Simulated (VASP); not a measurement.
Wanted: the native input for a VASP 6.6.1 run.

```
Task                   : relaxation of cell and atoms
Functional             : PBE
Potentials or basis    : VASP PAW PBE potentials, release 64 (Ti_sv, Sn_d)
Cutoff                 : 520 eV
k mesh                 : 6 × 6 × 6
Occupations            : gaussian, width 0.1 eV
Spin                   : no spin polarisation
Further INCAR settings : ALGO = Normal; EDIFF = 1e-06; IBRION = 2; EDIFFG = -0.01; NSW = 90; ISIF = 3
```

The structure of TiSn lies in POSCAR:

```
TiSn
1.0
    5.7180289000      0.0000000000      0.0000000000
   -2.8590144500      4.9519582900      0.0000000000
    0.0000000000      0.0000000000      4.7910000000
Ti Sn
3 3
Direct
    0.0000000000      0.5000000000      0.0000000000
    0.5000000000      0.0000000000      0.0000000000
    0.5000000000      0.5000000000      0.0000000000
    0.6666666700      0.3333333300      0.5000000000
    0.3333333300      0.6666666700      0.5000000000
    0.0000000000      0.0000000000      0.0000000000
```

The cell was built by a generator and needn't be a form met in nature.

The input as run:

INCAR

```
SYSTEM = TiSn
  PREC = Accurate
  ENCUT = 520
  EDIFF = 1E-6
  ISMEAR = 0
  SIGMA = 0.1
  LREAL = .False.
  LASPH = .True.
  NELM = 120
  ALGO = Normal
  ISIF = 3
  LWAVE = .False.
  LCHARG = .False.
  GGA = PE
  IBRION = 2
  NSW = 90
  EDIFFG = -0.01
  KPAR = 4
```

KPOINTS

```
Automatic mesh
0
Gamma
  6 6 6
  0 0 0
```

Potentials or basis: VASP PAW PBE potentials, release 64 (Ti_sv, Sn_d).

Run with:

```console
$ cat potpaw_PBE.64/Ti_sv/POTCAR potpaw_PBE.64/Sn_d/POTCAR > POTCAR
$ mpirun -np 4 vasp_std > vasp.out
```

It gave:

| Item | Value |
| --- | --- |
| Relaxed volume | 22.74 Å³/atom |
| Relaxed cell | a = 5.728 Å, b = 5.728 Å, c = 4.802 Å, α = 90.00°, β = 90.00°, γ = 120.00° |
| Space group after relaxing (to 0.05 Å) | P6/mmm (No. 191) |
| Energy gained by relaxing | 0.2 meV/atom |
| Ionic steps | 3 |
| Pressure after relaxing | 0.0 GPa |
| Band gap on the k mesh | none (metal or under the smearing width) |

It took 2.4 min on 4 MPI ranks on Intel(R) Xeon(R) Platinum 8259CL CPU @ 2.50GHz (Skylake/Cascade Lake) (shared host), peak memory 0.37 GiB a rank.
